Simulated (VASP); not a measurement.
Input:

```xyz
1
Lattice="0.0000 2.5121 2.5121 2.5121 0.0000 2.5121 2.5121 2.5121 0.0000" Properties=species:S:1:pos:R:3 pbc="T T T"
I      2.5121     0.0000     2.5121
```

Computed with PBEsol GGA, VASP's PBE PAW potentials (set 64) (plane waves; VASP 6.6.1). Settings: 400 eV cut-off, Gaussian smearing of 0.050 eV, potentials I.

Task: Give the energies of bands 2 to 5 at the high-symmetry points, in eV from the Fermi level.

Result: 
```tsv
band	Γ	X	U	L	W
2	1.24	-4.76	-4.10	-5.31	-3.48
3	1.24	-1.35	-3.26	0.37	-3.48
4	1.24	-1.35	-0.85	0.37	-2.08
5	7.63	4.32	5.29	6.47	7.44
```

It has no gap at this level: it comes out as a metal or semimetal.

The structure was generated: I was put into the fcc type (Fm-3m), which need not be its known phase. It was relaxed first, which changed the volume by -10 %.
